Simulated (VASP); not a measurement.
Level of theory: optB88-vdW, VASP's PBE PAW potentials (set 64) (plane waves; VASP).

VASP ran on this input.

INCAR:
```
# general
SYSTEM    =  Pd
PREC      =  Accurate
ENCUT     =  520
LREAL     =  .FALSE.
LASPH     =  .TRUE.

# electronic loop
EDIFF     =  1E-7
NELM      =  100
ALGO      =  Normal
LMAXMIX   =  4

# smearing
ISMEAR    =  -5

# functional
GGA       =  BO
LUSE_VDW  =  .TRUE.
AGGAC     =  0.0
PARAM1    =  0.1833333333
PARAM2    =  0.22

# ions
ISIF      =  2

# output
LWAVE     =  .FALSE.
LCHARG    =  .TRUE.
LORBIT    =  11
NEDOS     =  601
```

**POSCAR**
```
Pd
3.9376710
  0.0000000000   0.5000000266   0.5000000266
  0.5000000266   0.0000000000   0.5000000266
  0.5000000266   0.5000000266   0.0000000000
Pd
1
Direct
  0.0000000000   0.0000000000   0.0000000000
```

File KPOINTS:
```
Automatic mesh
0
Gamma
18 18 18
0 0 0
```

POTCAR, in this order: Pd (PBE.64 set). Program: vasp_std.

What VASP printed:

### OUTCAR
```
 ion  position               nearest neighbor table
   1  0.000  0.000  0.000-
  LATTYP: Found a face centered cubic cell.
 ALAT       =     3.9376712092
 Subroutine PRICEL returns:
 Original cell was already a primitive cell.
 Subroutine GETGRP returns: Found 48 space group operations
The static configuration has the point symmetry O_h .
The dynamic configuration has the point symmetry O_h .
 Subroutine INISYM returns: Found 48 space group operations
 Subroutine IBZKPT returns following result:
 Found    195 irreducible k-points:

 Following reciprocal coordinates:
            Coordinates               Weight
  0.000000  0.000000  0.000000      1.000000
  0.055556  0.000000  0.000000      8.000000
  0.111111  0.000000  0.000000      8.000000
  0.166667  0.000000  0.000000      8.000000
  0.222222  0.000000  0.000000      8.000000
  0.277778  0.000000  0.000000      8.000000
  0.333333  0.000000  0.000000      8.000000
  0.388889  0.000000  0.000000      8.000000
  0.444444  0.000000  0.000000      8.000000
  0.500000  0.000000  0.000000      4.000000
...
```

File OSZICAR:
```
       N       E                     dE             d eps       ncg     rms          rms(c)
DAV:   1     0.407717196431E+02    0.40772E+02   -0.52984E+03  3550   0.104E+03
DAV:   2    -0.210328978510E+01   -0.42875E+02   -0.42089E+02  3732   0.191E+02
DAV:   3    -0.246208931080E+01   -0.35880E+00   -0.35715E+00  4193   0.205E+01
DAV:   4    -0.246394890262E+01   -0.18596E-02   -0.18535E-02  4018   0.136E+00
DAV:   5    -0.246397229355E+01   -0.23391E-04   -0.23302E-04  4138   0.135E-01    0.680E+00
DAV:   6    -0.223475411580E+01    0.22922E+00   -0.11328E+00  3593   0.975E+00    0.332E+00
DAV:   7    -0.222550933236E+01    0.92448E-02   -0.45254E-03  3864   0.716E-01    0.179E+00
DAV:   8    -0.222189945932E+01    0.36099E-02   -0.10535E-03  3708   0.290E-01    0.348E-02
DAV:   9    -0.222190217681E+01   -0.27175E-05   -0.83450E-06  5193   0.295E-02    0.107E-02
DAV:  10    -0.222190473353E+01   -0.25567E-05   -0.20453E-06  3753   0.176E-02    0.207E-03
DAV:  11    -0.222190489500E+01   -0.16146E-06   -0.16214E-08  2671   0.113E-03    0.563E-04
DAV:  12    -0.222190496976E+01   -0.74759E-07   -0.76840E-09  1853   0.102E-03
   1 F= -.22219050E+01 E0= -.22219050E+01  d E =0.000000E+00
```

OUTCAR:
```
------------------------ aborting loop because EDIFF is reached ----------------------------------------
  FORCE on cell =-STRESS in cart. coord.  units (eV):
  Direction    XX          YY          ZZ          XY          YZ          ZX
  --------------------------------------------------------------------------------------
  Total       -0.0207071     -0.0207071     -0.0207071      0.0000000      0.0000000     -0.0000000
  in kB       -2.1735624     -2.1735624     -2.1735624      0.0000000      0.0000000     -0.0000000
  external PRESSURE =      -2.1735624 kB  Pullay stress =       0.0000000 kB
  volume of cell :       15.26
      direct lattice vectors                 reciprocal lattice vectors
     0.000000000  1.968835605  1.968835605    -0.253957211  0.253957211  0.253957211
     1.968835605  0.000000000  1.968835605     0.253957211 -0.253957211  0.253957211
     1.968835605  1.968835605  0.000000000     0.253957211  0.253957211 -0.253957211
 POSITION                                       TOTAL-FORCE (eV/Angst)
 -----------------------------------------------------------------------------------
      0.00000      0.00000      0.00000         0.000000      0.000000      0.000000
 -----------------------------------------------------------------------------------
    total drift:                               -0.000000     -0.000000      0.000000
  FREE ENERGIE OF THE ION-ELECTRON SYSTEM (eV)
  ---------------------------------------------------
  free  energy   TOTEN  =        -2.2219049698 eV

  energy  without entropy=       -2.2219049698  energy(sigma->0) =       -2.22190497

 total charge

# of ion       s       p       d       tot
------------------------------------------
    1        0.460   0.431   8.494   9.385
```
(Selected blocks of OUTCAR.)

OUTCAR:
```
 val. band max:        9.0977441950   @ k =   0.5000   0.4444   0.0000

 cond. band min:       9.0796264203   @ k =  -0.4444   0.3889   0.1111


 Fermi energy:         9.0628895695

 k-point     1 :       0.0000    0.0000    0.0000
  band No.  band energies     occupation
      1       2.2775      2.00000
      2       6.3958      2.00000
      3       6.3958      2.00000
      4       6.3958      2.00000
      5       7.9085      2.00000
      6       7.9085      2.00000
      7      26.5014      0.00000
      8      30.9160      0.00000
      9      30.9160      0.00000

 k-point     2 :       0.0556    0.0000    0.0000
  band No.  band energies     occupation
      1       2.3867      2.00000
      2       6.3590      2.00000
      3       6.4331      2.00000
      4       6.4331      2.00000
      5       7.8910      2.00000
      6       7.8910      2.00000
      7      26.6095      0.00000
      8      30.1817      0.00000
      9      31.0339      0.00000

 k-point     3 :       0.1111    0.0000    0.0000
  band No.  band energies     occupation
      1       2.7026      2.00000
      2       6.2681      2.00000
      3       6.5304      2.00000
      4       6.5304      2.00000
      5       7.8548      2.00000
      6       7.8548      2.00000
      7      26.8229      0.00000
      8      28.6859      0.00000
      9      31.3653      0.00000

 k-point     4 :       0.1667    0.0000    0.0000
  band No.  band energies     occupation
      1       3.1796      2.00000
      2       6.1867      2.00000
      3       6.6392      2.00000
      4       6.6392      2.00000
      5       7.8517      2.00000
      6       7.8517      2.00000
      7      26.2534      0.00000
      8      27.7132      0.00000
      9      31.8329      0.00000

 k-point     5 :       0.2222    0.0000    0.0000
  band No.  band energies     occupation
      1       3.7024      2.00000
      2       6.2502      2.00000
      3       6.6857      2.00000
...
```

For a metal the tetrahedron method with Blöchl corrections gives inexact stress and forces.

The compound is Pd in the fcc structure. It was relaxed first.
